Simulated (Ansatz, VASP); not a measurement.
**One calculation of Al3Pd, two programs**

```xyz
4
Lattice="3.9469 0.0000 0.0000 0.0000 3.9469 0.0000 0.0000 0.0000 3.9469" Properties=species:S:1:pos:R:3 pbc="T T T"
Pd    0.0000    0.0000    0.0000
Al    1.9735    1.9735    0.0000
Al    1.9735    0.0000    1.9735
Al    0.0000    1.9735    1.9735
```

The cell comes from a database or a generator and needn't be the stable form of this composition.

Alike in both runs: task single point; functional PBE; k mesh 7 × 7 × 7; occupations fermi-dirac, width 0.05 eV; no spin polarisation.

```csv
,VASP,Ansatz
version,VASP 6.6.1,Ansatz 0.2.0
potentials or method,"VASP PAW PBE potentials, release 64 (Pd, Al)",Ansatz PAW
plane-wave cutoff (eV),520,420
valence electrons in the cell,19,27
```

Ansatz gave:

```
gap on the k mesh at the Fermi level (eV) : none
pressure (GPa)                            : 1.4
```

Problem. What did VASP give for the same quantities?

Solution. gap on the k mesh at the Fermi level (eV): none; pressure (GPa): 1.3.

A gap of «none» marks a metal or a gap that the smearing closes. The two sets of potentials don't hold the same shells in valence.
